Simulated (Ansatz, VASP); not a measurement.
# Cross-check of H5C4 (amorphous trans-polyacetylene at 250 K) between VASP and Ansatz, part 2 of 2

One calculation is typed for both programs; each brings its own data sets. How far apart do they land? The cell is taken from a series of runs on this material, whose earlier steps may have relaxed, scaled, displaced or heated it; both programs get it as it stands.

VASP 6.6.1 and Ansatz 0.2.0.

So far. Step 2 (VASP: single point, r2SCAN with D3(BJ), pair 1): The run ends at a pressure of 3.87 GPa, with forces up to 3.9 eV/Å.

## (4) Side by side

Known differences besides the potentials themselves: VASP keeps PBE cores, Ansatz makes them for the functional; the cutoff is 500 eV in Ansatz and 580 eV in VASP (PREC = Accurate, projectors in real space). Total energies have different zeros and are not compared.

The two programs side by side:

| quantity | Ansatz | VASP | difference |
| --- | --- | --- | --- |
| gap on the k mesh (eV) | 1.729 | 1.728 | +0.001 |

Forces on 10 of the 72 atoms, those with the largest forces and the largest differences (eV/Å; atoms numbered as in POSCAR):

| atom | Ansatz x, y, z | VASP x, y, z |
| --- | --- | --- |
| C13 | -2.214, 1.129, 0.601 | -2.224, 1.140, 0.626 |
| C19 | -1.706, 0.799, -2.690 | -1.696, 0.787, -2.673 |
| C22 | 1.128, -1.262, -3.544 | 1.120, -1.248, -3.543 |
| C23 | -1.619, 0.804, 3.412 | -1.601, 0.799, 3.418 |
| C28 | -0.589, 0.665, -2.511 | -0.602, 0.694, -2.495 |
| C29 | 0.602, -0.979, 3.623 | 0.621, -1.000, 3.620 |
| H35 | 0.640, -0.107, 0.112 | 0.694, -0.090, 0.143 |
| H52 | -0.750, -0.455, -0.435 | -0.802, -0.465, -0.473 |
| H53 | 1.883, 0.275, -0.418 | 1.946, 0.280, -0.431 |
| H60 | -1.603, 0.959, 1.654 | -1.649, 0.982, 1.675 |

The forces differ by 27 meV/Å r.m.s., which is 3.0 % of the r.m.s. force of 0.902 eV/Å (both taken over all components). A gap on the mesh is an upper bound, since the band edges may lie between its points.

## (5) VASP: single point, r2SCAN with D3(BJ), pair 2

With cell and atoms fixed, the geometry can't cause a difference; cores, projectors, grids and the points listed under the comparison can.

Contents of INCAR:

```
SYSTEM = H5C4
PREC = Accurate
ENCUT = 660
EDIFF = 1E-06
NELM = 120
ISMEAR = 0
SIGMA = 0.05
LREAL = Auto
ALGO = Normal
METAGGA = R2SCAN
IVDW = 12
VDW_S6 = 1
VDW_S8 = 0.78981345
VDW_A1 = 0.49484001
VDW_A2 = 5.73083694
LASPH = .TRUE.
NBANDS = 136
LORBIT = 11
LWAVE = .FALSE.
LCHARG = .FALSE.
ISIF = 2
GGA_COMPAT = .FALSE.
EFERMI = MIDGAP
LMIXTAU = .TRUE.
KPAR = 8
```

Contents of POSCAR:

```
H5C4
1.0
    8.6862100000      0.0000000000      0.0000000000
    0.0000000000      8.6862100000      0.0000000000
    0.0000000000      0.0000000000      8.6862100000
C H
32 40
Direct
    0.9479600000      0.6435700000      0.0717300000
    0.8519800000      0.7637100000      0.0171900000
    0.7369200000      0.8211200000      0.1033300000
    0.6346800000      0.9512400000      0.0654900000
    0.5153500000      0.9929200000      0.1596300000
    0.4057100000      0.1119300000      0.1451800000
    0.3387800000      0.1754600000      0.2736400000
    0.2468300000      0.3139400000      0.2687300000
    0.2058700000      0.3949200000      0.4053700000
    0.1138800000      0.5320400000      0.3919500000
    0.0187700000      0.5790800000      0.5094700000
    0.9082700000      0.6994900000      0.4845700000
    0.8048400000      0.7381800000      0.5961200000
    0.6920200000      0.8611100000      0.5812200000
    0.5914200000      0.9097500000      0.6847700000
    0.4884600000      0.0475400000      0.6559600000
    0.5083700000      0.5939800000      0.3733200000
    0.4845700000      0.5434100000      0.5360100000
    0.5718000000      0.4465100000      0.6198000000
    0.5765800000      0.4285300000      0.7883300000
    0.6805400000      0.3465600000      0.8691000000
    0.6720500000      0.3329300000      0.0293100000
    0.7911500000      0.2670200000      0.1123400000
    0.8004400000      0.2599500000      0.2732400000
    0.9118100000      0.1742900000      0.3384500000
    0.9362300000      0.1500500000      0.5034000000
    0.0349500000      0.0403600000      0.5587700000
    0.0849000000      0.0262900000      0.7131300000
    0.1698100000      0.8960000000      0.7489500000
    0.2379000000      0.8577700000      0.9000800000
    0.3071200000      0.7199300000      0.9206500000
    0.3587100000      0.6508500000      0.0708900000
    0.9535800000      0.5495400000      0.9790600000
    0.9045300000      0.5758900000      0.1762900000
    0.0678400000      0.6878400000      0.0807200000
    0.8836000000      0.8294200000      0.9153900000
    0.7139300000      0.7695000000      0.2125600000
    0.6489100000      0.0126500000      0.9497300000
    0.5166500000      0.9418600000      0.2734100000
    0.3704300000      0.1527500000      0.0297300000
    0.3574600000      0.1284300000      0.3877200000
    0.1988700000      0.3602000000      0.1601800000
    0.2408700000      0.3551600000      0.5208600000
    0.0985600000      0.5927700000      0.2813800000
    0.0261800000      0.5391900000      0.6250200000
    0.9131000000      0.7630800000      0.3816300000
    0.8123200000      0.6847100000      0.7080900000
    0.6920600000      0.9368900000      0.4825000000
    0.5837400000      0.8513800000      0.7909600000
    0.5384700000      0.1318500000      0.5819500000
    0.4389000000      0.1027400000      0.7536300000
    0.3843200000      0.0052500000      0.5910100000
    0.6186300000      0.5484400000      0.3289900000
    0.4178400000      0.5443300000      0.3017800000
    0.5066000000      0.7219700000      0.3691700000
    0.3918200000      0.6065800000      0.5956600000
    0.6754400000      0.3923800000      0.5537500000
    0.4767900000      0.4698000000      0.8453500000
    0.7722900000      0.2765400000      0.8129600000
    0.5635400000      0.3743800000      0.0891700000
    0.8911800000      0.2201000000      0.0438200000
    0.7296100000      0.3370000000      0.3416000000
    0.9872100000      0.1160700000      0.2534300000
    0.8878200000      0.2240900000      0.5887200000
    0.0764800000      0.9578800000      0.4740300000
    0.0399400000      0.1083000000      0.8059400000
    0.2018500000      0.8192300000      0.6534700000
    0.2172800000      0.9186200000      0.0034300000
    0.3205300000      0.6502800000      0.8135100000
    0.3326900000      0.7290300000      0.1594500000
    0.4807800000      0.6381300000      0.0812800000
    0.3068100000      0.5393600000      0.0998400000
```

Contents of KPOINTS:

```
Automatic mesh
0
Gamma
2 2 2
0 0 0
```

PAW data sets: C and H (PBE family, release 64).

Command:

```sh
> mpirun -np 8 vasp_std
```

Numbers of over 12 decimals in the logs are rounded to 6 here.

The log of the run:

```text
[banner, memory and clock lines left out]
running    8 mpi-ranks, on    1 nodes
[...]
|                                                                             |
|           W    W    AA    RRRRR   N    N  II  N    N   GGGG   !!!           |
|           W    W   A  A   R    R  NN   N  II  NN   N  G    G  !!!           |
|           W    W  A    A  R    R  N N  N  II  N N  N  G       !!!           |
|           W WW W  AAAAAA  RRRRR   N  N N  II  N  N N  G  GGG   !            |
|           WW  WW  A    A  R   R   N   NN  II  N   NN  G    G                |
|           W    W  A    A  R    R  N    N  II  N    N   GGGG   !!!           |
|                                                                             |
|     For optimal performance we recommend to set                             |
|       NCORE = 2 up to number-of-cores-per-socket                            |
|     NCORE specifies how many cores store one orbital (NPAR=cpu/NCORE).      |
|     This setting can greatly improve the performance of VASP for DFT.       |
[...]
|     multi-core architectures or massively parallel machines. Do your        |
|     Unfortunately you need to use the default for GW and RPA                |
|     calculations (for HF NCORE is supported but not extensively tested      |
|     yet).                                                                   |
|                                                                             |

 [... a notice as in an earlier step ...]

 LDA part: xc-table for (None), standard interpolation
 POSCAR, INCAR and KPOINTS ok, starting setup
[...]
entering main loop
       N       E                     dE             d eps       ncg     rms          rms(c)
DAV:   1     0.695118528779E+03    0.69512E+03   -0.86469E+04  2176   0.132E+03
DAV:   2    -0.424574630888E+03   -0.11197E+04   -0.10659E+04  2696   0.255E+02
DAV:   3    -0.523938837716E+03   -0.99364E+02   -0.98412E+02  2696   0.734E+01
DAV:   4    -0.526114665873E+03   -0.21758E+01   -0.21708E+01  2760   0.121E+01
[...]
DAV:  21    -0.453383495169E+03   -0.32572E-04   -0.23062E-05  2304   0.202E-02    0.704E-03
DAV:  22    -0.453383500518E+03   -0.53494E-05   -0.91651E-06  2384   0.123E-02    0.226E-03
DAV:  23    -0.453383501078E+03   -0.56012E-06   -0.30356E-06  2104   0.713E-03
   1 F= -.45578595E+03 E0= -.45578595E+03  d E =-.140055E-77
```

From OUTCAR (step 5):

```text
 POSITION                                       TOTAL-FORCE (eV/Angst)
 -----------------------------------------------------------------------------------
      8.23418      5.59018      0.62306         1.097279     -3.382716     -0.349323
      7.40048      6.63375      0.14932        -1.375678      2.297645      0.182117
      6.40104      7.13242      0.89755        -1.058124      1.595526     -0.648870
      5.51296      8.26267      0.56886         0.012763     -0.224410     -1.250558
      4.47644      8.62471      1.38658         1.076534     -0.316655      0.085274
      3.52408      0.97225      1.26106        -0.585806      0.173517     -0.188434
      2.94271      1.52408      2.37689        -0.820110      1.149793     -0.911223
      2.14402      2.72695      2.33425        -0.384297      0.265446      2.269336
      1.78823      3.43036      3.52113         0.117166     -0.447994     -2.344657
      0.98919      4.62141      3.40456        -0.310186     -0.646528      0.922908
      0.16304      5.03001      4.42536         0.180244      1.462905     -1.481123
      7.88942      6.07592      4.20908         0.004602     -0.787924      1.956583
      6.99101      6.41199      5.17802        -0.508299      1.133191     -0.470367
      6.01103      7.47978      5.04860         1.190473     -0.109811     -0.720263
[...]
-----------------------------------------------------------------------------------
    total drift:                               -0.001380     -0.008901     -0.008489

  FREE ENERGIE OF THE ION-ELECTRON SYSTEM (eV)
  ---------------------------------------------------
  free  energy   TOTEN  =      -455.7859468822 eV

  energy  without entropy=     -455.7859468822  energy(sigma->0) =     -455.78594688

[... 1 further part left out ...]
```

The run ends at a pressure of -0.96 GPa, with forces up to 3.6 eV/Å.

## (6) Ansatz: single point, r2SCAN with D3(BJ), pair 2

The same cell, functional, mesh and smearing now go to Ansatz, which takes its cutoff from its data sets.

The cell is taken from a series of runs on this material, whose earlier steps may have relaxed, scaled, displaced or heated it; both programs get it as it stands.

Contents of input.yaml:

```yaml
crystal:
  lattice:
    - [8.68621, 0.0, 0.0]
    - [0.0, 8.68621, 0.0]
    - [0.0, 0.0, 8.68621]
  atoms:
    - { symbol: C, position: [0.94796, 0.64357, 0.07173] }
    - { symbol: C, position: [0.85198, 0.76371, 0.01719] }
    - { symbol: C, position: [0.73692, 0.82112, 0.10333] }
    - { symbol: C, position: [0.63468, 0.95124, 0.06549] }
    - { symbol: C, position: [0.51535, 0.99292, 0.15963] }
    - { symbol: C, position: [0.40571, 0.11193, 0.14518] }
    - { symbol: C, position: [0.33878, 0.17546, 0.27364] }
    - { symbol: C, position: [0.24683, 0.31394, 0.26873] }
    - { symbol: C, position: [0.20587, 0.39492, 0.40537] }
    - { symbol: C, position: [0.11388, 0.53204, 0.39195] }
    - { symbol: C, position: [0.01877, 0.57908, 0.50947] }
    - { symbol: C, position: [0.90827, 0.69949, 0.48457] }
    - { symbol: C, position: [0.80484, 0.73818, 0.59612] }
    - { symbol: C, position: [0.69202, 0.86111, 0.58122] }
    - { symbol: C, position: [0.59142, 0.90975, 0.68477] }
    - { symbol: C, position: [0.48846, 0.04754, 0.65596] }
    - { symbol: H, position: [0.95358, 0.54954, 0.97906] }
    - { symbol: H, position: [0.90453, 0.57589, 0.17629] }
    - { symbol: H, position: [0.06784, 0.68784, 0.08072] }
    - { symbol: H, position: [0.8836, 0.82942, 0.91539] }
    - { symbol: H, position: [0.71393, 0.7695, 0.21256] }
    - { symbol: H, position: [0.64891, 0.01265, 0.94973] }
    - { symbol: H, position: [0.51665, 0.94186, 0.27341] }
    - { symbol: H, position: [0.37043, 0.15275, 0.02973] }
    - { symbol: H, position: [0.35746, 0.12843, 0.38772] }
    - { symbol: H, position: [0.19887, 0.3602, 0.16018] }
    - { symbol: H, position: [0.24087, 0.35516, 0.52086] }
    - { symbol: H, position: [0.09856, 0.59277, 0.28138] }
    - { symbol: H, position: [0.02618, 0.53919, 0.62502] }
    - { symbol: H, position: [0.9131, 0.76308, 0.38163] }
    - { symbol: H, position: [0.81232, 0.68471, 0.70809] }
    - { symbol: H, position: [0.69206, 0.93689, 0.4825] }
    - { symbol: H, position: [0.58374, 0.85138, 0.79096] }
    - { symbol: H, position: [0.53847, 0.13185, 0.58195] }
    - { symbol: H, position: [0.4389, 0.10274, 0.75363] }
    - { symbol: H, position: [0.38432, 0.00525, 0.59101] }
    - { symbol: C, position: [0.50837, 0.59398, 0.37332] }
    - { symbol: C, position: [0.48457, 0.54341, 0.53601] }
    - { symbol: C, position: [0.5718, 0.44651, 0.6198] }
    - { symbol: C, position: [0.57658, 0.42853, 0.78833] }
    - { symbol: C, position: [0.68054, 0.34656, 0.8691] }
    - { symbol: C, position: [0.67205, 0.33293, 0.02931] }
    - { symbol: C, position: [0.79115, 0.26702, 0.11234] }
    - { symbol: C, position: [0.80044, 0.25995, 0.27324] }
    - { symbol: C, position: [0.91181, 0.17429, 0.33845] }
    - { symbol: C, position: [0.93623, 0.15005, 0.5034] }
    - { symbol: C, position: [0.03495, 0.04036, 0.55877] }
    - { symbol: C, position: [0.0849, 0.02629, 0.71313] }
    - { symbol: C, position: [0.16981, 0.896, 0.74895] }
    - { symbol: C, position: [0.2379, 0.85777, 0.90008] }
    - { symbol: C, position: [0.30712, 0.71993, 0.92065] }
    - { symbol: C, position: [0.35871, 0.65085, 0.07089] }
    - { symbol: H, position: [0.61863, 0.54844, 0.32899] }
    - { symbol: H, position: [0.41784, 0.54433, 0.30178] }
    - { symbol: H, position: [0.5066, 0.72197, 0.36917] }
    - { symbol: H, position: [0.39182, 0.60658, 0.59566] }
    - { symbol: H, position: [0.67544, 0.39238, 0.55375] }
    - { symbol: H, position: [0.47679, 0.4698, 0.84535] }
    - { symbol: H, position: [0.77229, 0.27654, 0.81296] }
    - { symbol: H, position: [0.56354, 0.37438, 0.08917] }
    - { symbol: H, position: [0.89118, 0.2201, 0.04382] }
    - { symbol: H, position: [0.72961, 0.337, 0.3416] }
    - { symbol: H, position: [0.98721, 0.11607, 0.25343] }
    - { symbol: H, position: [0.88782, 0.22409, 0.58872] }
    - { symbol: H, position: [0.07648, 0.95788, 0.47403] }
    - { symbol: H, position: [0.03994, 0.1083, 0.80594] }
    - { symbol: H, position: [0.20185, 0.81923, 0.65347] }
    - { symbol: H, position: [0.21728, 0.91862, 0.00343] }
    - { symbol: H, position: [0.32053, 0.65028, 0.81351] }
    - { symbol: H, position: [0.33269, 0.72903, 0.15945] }
    - { symbol: H, position: [0.48078, 0.63813, 0.08128] }
    - { symbol: H, position: [0.30681, 0.53936, 0.09984] }
kpoints:
  mp_grid: { grid: [2, 2, 2] }
hamiltonian:
  xc: r2scan
  dispersion: d3bj
scf:
  occupations: { method: gaussian, width: 0.05 }
output:
  forces: true
  stress: true
  populations: true
  dos:
    method: { smearing: { sigma: 0.15 } }
    de: 0.1
    projected: { site_lists: { C: [C], H: [H] } }
  eigenvalues: true
  write_density: true
  write_potential: true
  volumetric_format: npy
  elf: true
```

Command:

```sh
> ansatz run input.yaml --threads 4 --pin off --max-ram 8192MiB --backend cpu --events-out ev --progress --plain --runs-dir out
```

The log of the run:

```text
[...]
Crystal: 72 atoms, lattice volume = 655.377 Å³
Basis set: ecut = 500 eV, 16663 PW (Γ), exchange–correlation on 256×256×256 points (64 copies of the dense FFT grid, shifted against one another)
Bands: 156, of which v1, the nominal top of the filled ones, is band 84 counted from 1 (83 counted from 0)
Symmetry: 1 space group operations
[...]
k-points: 8
[...]
k-point 7: bands = [... 80 lower, 0.0598, 0.1913, 1.0271, 1.1440, 2.7497, 2.9099, 3.8312, 4.0031, ... 68 higher]
--- Löwdin populations: 72 sites ---
  site symbol       q [e]
     0      C      4.4049
     1      C      4.1041
     2      C      4.1424
     3      C      4.1032
     4      C      4.1284
     5      C      4.1238
     6      C      4.1216
     7      C      4.1429
[...]
68      H      0.8507
    69      H      0.8017
    70      H      0.7917
    71      H      0.8259
  spilling = 0.011669 (of n_electrons = 168.000000)
[key lines of the parts left out:]
P = ⅓ Tr σ = -1.0638 GPa (-10.638 kbar)
```

## (7) Differences

What differs besides the data sets and the points named for the pairs above, as far as they apply: the cutoff is 500 eV in Ansatz and 660 eV in VASP (PREC = Accurate, projectors in real space). Total energies have different zeros and are not compared.

Compared:

| quantity | Ansatz | VASP | difference |
| --- | --- | --- | --- |
| pressure (GPa) | -1.06 | -0.96 | -0.10 |
| gap on the k mesh (eV) | 1.320 | 1.320 | 0.000 |

Forces on 10 of the 72 atoms, those with the largest forces and the largest differences (eV/Å; atoms numbered as in POSCAR):

| atom | Ansatz x, y, z | VASP x, y, z |
| --- | --- | --- |
| C1 | 1.103, -3.379, -0.362 | 1.097, -3.383, -0.349 |
| C2 | -1.388, 2.313, 0.204 | -1.376, 2.298, 0.182 |
| C8 | -0.393, 0.275, 2.275 | -0.384, 0.265, 2.269 |
| C9 | 0.117, -0.449, -2.354 | 0.117, -0.448, -2.345 |
| C14 | 1.152, -0.069, -0.700 | 1.190, -0.110, -0.720 |
| C16 | -0.901, -1.868, -1.010 | -0.872, -1.900, -0.995 |
| C19 | 2.578, -0.464, -0.294 | 2.590, -0.499, -0.259 |
| C20 | -0.617, -0.581, -2.624 | -0.613, -0.567, -2.660 |
| H50 | 0.623, 0.515, -0.350 | 0.646, 0.555, -0.388 |
| H70 | -0.579, 0.859, 1.095 | -0.593, 0.901, 1.143 |

The forces differ by 26 meV/Å r.m.s., which is 3.0 % of the r.m.s. force of 0.844 eV/Å (both taken over all components). A gap on the mesh is an upper bound, since the band edges may lie between its points.

## (8) What came out

- r.m.s. force difference (single point, r2SCAN with D3(BJ), pair 1): 3.0 % of the r.m.s. force
- r.m.s. force difference (single point, r2SCAN with D3(BJ), pair 2): 3.0 % of the r.m.s. force

The r.m.s. force difference is 3.0 % of the r.m.s. force (single point, r2SCAN with D3(BJ), pair 2), at about the 3 % picked in this series as the mark of a large difference. What causes the difference of the single point, r2SCAN with D3(BJ), pair 2 pair stays open here. Such differences can come from data sets, numerical settings and the points named under the comparisons, not from the functional's error against experiment.

[Lines on the potential files, build, host, timing and source positions are cut from VASP's logs without a mark.]

[Logs are printed without paths, hosts, clocks, repeated set-up lines and the standing remarks that a program may print on its own settings, such as how far it seeks lower states.]

[Hosts, paths, dates, database ids (printed as entryN), source tags and the programs' standing remarks are cut or masked in the printed files.]
